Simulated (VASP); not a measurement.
Data:

```xyz
2
Lattice="0.0000 2.5672 2.5672 2.5672 0.0000 2.5672 2.5672 2.5672 0.0000" Properties=species:S:1:pos:R:3 pbc="T T T"
Be     5.1343     5.1343     5.1343
Se     1.2836     1.2836     1.2836
```

Method: PBEsol GGA, VASP's PBE PAW potentials (set 64) (plane waves; VASP). Numerical set-up: 520 eV cut-off, 10×10×10 Γ-centred mesh, tetrahedra with Blöchl corrections, potentials Be Se.

Task: The job: BeSe (zinc blende), 2 atoms, PBEsol, static run, 520 eV, 10×10×10 Γ-centred mesh. Roughly how much core time does it take on a busy server core?

Result: About 10 core-seconds (one run on a shared machine, a rough figure). It had 47 irreducible k-points, 8 bands, up to 941 plane waves and 12 electronic steps.

The compound is BeSe in the zinc blende structure. It was relaxed first.
